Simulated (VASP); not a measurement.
BaCaGe2, 4 atoms in the cell. It takes space group P4/mmm (No. 123, tetragonal). Conventional cell: a = 4.028 Å, b = 4.028 Å, c = 7.041 Å, α = 90.00°, β = 90.00°, γ = 90.00°. Ba (site symmetry 4/mmm) has 2 Ca at 3.52 Å and 8 Ge at 3.63 Å and 4 Ba at 4.03 Å as nearest neighbours. Ca (site symmetry 4/mmm) is surrounded by 8 Ge at 3.12 Å and 2 Ba at 3.52 Å. Around Ge (site symmetry 4mm) lie 1 Ge at 2.55 Å. The cell was built by a generator and needn't be a form met in nature.

| Property | Result |
| --- | --- |
| Program | VASP 6.6.1 |
| Task | single point |
| Functional | PBE |
| Potentials or basis | VASP PAW PBE potentials, release 64 (Ba_sv, Ca_sv, Ge_d) |
| Cutoff | 520 eV |
| k mesh | 12 × 12 × 6 |
| Occupations | gaussian, width 0.1 eV |
| Spin | no spin polarisation |
| Dipole correction | no |
| Further INCAR settings | ALGO = Fast; EDIFF = 1e-06; NBANDS = 32 |

Potentials or basis: VASP PAW PBE potentials, release 64 (Ba_sv, Ca_sv, Ge_d).

Command:

```console
$ cat potpaw_PBE.64/Ba_sv/POTCAR potpaw_PBE.64/Ca_sv/POTCAR potpaw_PBE.64/Ge_d/POTCAR > POTCAR
$ mpirun -np 1 vasp_std > vasp.out
```

Hardware: 1 thread of Intel(R) Xeon(R) 6975P-C (Granite Rapids) (shared host).

Task: How long does it take, and how much memory?

Result: Wall time 9.1 min on 1 thread of Intel(R) Xeon(R) 6975P-C (Granite Rapids), on a shared host, peak memory 0.53 GiB. Counts: scf iterations 38, k points 112.
